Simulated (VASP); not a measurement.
```
CELL_PARAMETERS angstrom
      2.95066    -0.00006     0.00002
      0.00011     4.71344    -0.00615
      1.47482     0.23338     7.05511
ATOMIC_POSITIONS crystal
  Ti 0.66203 0.51909 0.68402
  Ti 0.34479 0.48169 0.31741
  Ti 0.00342 0.00034 0.00070
  O  0.56797 0.81573 0.87231
  O  0.22930 0.70295 0.54949
  O  0.90631 0.69240 0.19551
  O  0.10118 0.30835 0.80588
  O  0.77808 0.29779 0.45189
  O  0.43962 0.18506 0.12910
```

Computed with PBEsol GGA, VASP's PBE PAW potentials (set 64) (plane waves; VASP 6.6.1). Settings: 520 eV cut-off, 9×5×4 Γ-centred mesh, tetrahedra with Blöchl corrections, potentials Ti_sv O.

Q: Predict the energy per atom (σ→0).

A: 
```json
{
  "energy per atom (σ→0)": "-9.322 eV/atom"
}
```

Total energies compare only between runs with the same potentials, cut-off and functional.

The structure comes from a computed database's TiO2 entry; how it stands against other phases isn't given here. It was relaxed first.
